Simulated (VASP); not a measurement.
A convergence study with VASP on PbS (rock salt): one setting is varied, all else stays as given below, so the limit is that of these other settings.

```
PbS
1.0
    0.00000     2.97000     2.97000
    2.97000     0.00000     2.97000
    2.97000     2.97000     0.00000
Pb S
1 1
Direct
  0.00000   0.00000   0.00000
  0.50000   0.50000   0.50000
```

The numbers are results of PBEsol GGA, VASP's PBE PAW potentials (set 64) (plane waves; VASP), not measurements. The tightest run used: 550 eV cut-off, 17×17×17 Γ-centred mesh, tetrahedra with Blöchl corrections, potentials Pb_d S.

Unless said otherwise, spin-orbit coupling is left out, though it shifts the bands of the heavy elements here. Gaps are read on the run's mesh, which can miss a band edge.

The settings run are 3×3×3 mesh; 4×4×4 mesh; 5×5×5 mesh; 6×6×6 mesh; 7×7×7 mesh; 8×8×8 mesh; 9×9×9 mesh; 10×10×10 mesh; 11×11×11 mesh; 12×12×12 mesh; 13×13×13 mesh; 14×14×14 mesh; 15×15×15 mesh; 16×16×16 mesh; 17×17×17 mesh. From which on does the energy per atom stay within 0.01 eV/atom of the tightest run?

From 4×4×4 mesh on: it is off by 0.0065 there and by no more than 0.01 in any finer run, while 3×3×3 mesh is off by 0.0611.
```csv
setting,E (eV/atom),pressure (GPa),gap on the mesh (eV),irreducible k-points,difference judged (eV/atom)
3×3×3 mesh,-4.7879,-2.22,2.157,4,0.0611
4×4×4 mesh,-4.7203,-1.02,0.271,8,0.0065
5×5×5 mesh,-4.7342,-1.33,1.251,10,0.0074
6×6×6 mesh,-4.7281,-1.14,0.272,16,0.0013
7×7×7 mesh,-4.7282,-1.17,0.901,20,0.0014
8×8×8 mesh,-4.7272,-1.11,0.271,29,0.0003
9×9×9 mesh,-4.7272,-1.13,0.718,35,0.0004
10×10×10 mesh,-4.7269,-1.10,0.270,47,0.0001
11×11×11 mesh,-4.7270,-1.11,0.606,56,0.0001
12×12×12 mesh,-4.7268,-1.10,0.270,72,0.0000
13×13×13 mesh,-4.7269,-1.11,0.532,84,0.0000
14×14×14 mesh,-4.7268,-1.10,0.270,104,0.0000
15×15×15 mesh,-4.7268,-1.10,0.480,120,0.0000
16×16×16 mesh,-4.7268,-1.10,0.270,145,0.0000
17×17×17 mesh,-4.7268,-1.10,0.442,165,0.0000
```

Left out are rungs that failed or repeat a setting and relaxations that didn't move; long series are thinned to 24 rows.

The compound is PbS in the rock salt structure. The cell was not relaxed at this level.
